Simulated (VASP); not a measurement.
A convergence study with VASP on PbSe (rock salt): a few settings are varied, all else stays as given below, so the limit is that of these other settings.

```
CELL_PARAMETERS angstrom
      0.00000     3.06000     3.06000
      3.06000     0.00000     3.06000
      3.06000     3.06000     0.00000
ATOMIC_POSITIONS crystal
  Pb 0.00000 0.00000 0.00000
  Se 0.50000 0.50000 0.50000
```

The numbers are results of PBEsol GGA, VASP's PBE PAW potentials (set 64) (plane waves; VASP), not measurements. The last row used: 550 eV cut-off, 14×14×14 Γ-centred mesh, second-order Methfessel-Paxton smearing of 0.40 eV, potentials Pb_d Se.

| setting | E (eV/atom) | pressure (GPa) | irreducible k-points |
|---|---|---|---|
| ISMEAR = -1, SIGMA = 0.01, 4×4×4 mesh | -4.4539 | -0.44 | 8 |
| ISMEAR = -1, SIGMA = 0.1, 4×4×4 mesh | -4.4541 | -0.75 | 8 |
| ISMEAR = 0, SIGMA = 0.01, 4×4×4 mesh | -4.4539 | -0.44 | 8 |
| ISMEAR = 0, SIGMA = 0.2, 4×4×4 mesh | -4.4536 | -0.71 | 8 |
| ISMEAR = 1, SIGMA = 0.05, 4×4×4 mesh | -4.4538 | -0.44 | 8 |
| ISMEAR = 1, SIGMA = 0.2, 4×4×4 mesh | -4.4532 | -0.59 | 8 |
| ISMEAR = 2, SIGMA = 0.05, 4×4×4 mesh | -4.4538 | -0.44 | 8 |
| ISMEAR = 2, SIGMA = 0.2, 4×4×4 mesh | -4.4532 | -0.51 | 8 |
| ISMEAR = -1, SIGMA = 0.01, 8×8×8 mesh | -4.4585 | -0.44 | 29 |
| ISMEAR = -1, SIGMA = 0.2, 8×8×8 mesh | -4.4565 | -0.50 | 29 |
| ISMEAR = 0, SIGMA = 0.01, 8×8×8 mesh | -4.4585 | -0.44 | 29 |
| ISMEAR = 0, SIGMA = 0.4, 8×8×8 mesh | -4.4583 | -0.50 | 29 |
| ISMEAR = 1, SIGMA = 0.05, 8×8×8 mesh | -4.4585 | -0.44 | 29 |
| ISMEAR = 1, SIGMA = 0.4, 8×8×8 mesh | ___ | ___ | 29 |
| ISMEAR = 2, SIGMA = 0.05, 8×8×8 mesh | -4.4585 | -0.44 | 29 |
| ISMEAR = 2, SIGMA = 0.4, 8×8×8 mesh | -4.4586 | -0.47 | 29 |
| ISMEAR = -1, SIGMA = 0.05, 14×14×14 mesh | -4.4579 | -0.43 | 104 |
| ISMEAR = -1, SIGMA = 0.2, 14×14×14 mesh | ___ | -0.46 | 104 |
| ISMEAR = 0, SIGMA = 0.1, 14×14×14 mesh | -4.4579 | -0.43 | 104 |
| ISMEAR = 0, SIGMA = 0.4, 14×14×14 mesh | -4.4572 | -0.45 | 104 |
| ISMEAR = 1, SIGMA = 0.1, 14×14×14 mesh | -4.4579 | -0.43 | 104 |
| ISMEAR = 1, SIGMA = 0.4, 14×14×14 mesh | -4.4584 | -0.50 | 104 |
| ISMEAR = 2, SIGMA = 0.1, 14×14×14 mesh | -4.4579 | -0.43 | 104 |
| ISMEAR = 2, SIGMA = 0.4, 14×14×14 mesh | -4.4584 | -0.46 | 104 |

**Question.** Some entries are withheld; supply them.

**Answer.** 
- ISMEAR = -1, SIGMA = 0.2, 14×14×14 mesh, E (eV/atom): -4.4552
- ISMEAR = 1, SIGMA = 0.4, 8×8×8 mesh, E (eV/atom): -4.4594
- ISMEAR = 1, SIGMA = 0.4, 8×8×8 mesh, pressure (GPa): -0.52

Left out are rungs that failed or repeat a setting and relaxations that didn't move; long series are thinned to 24 rows.

The compound is PbSe in the rock salt structure. The cell was not relaxed at this level.
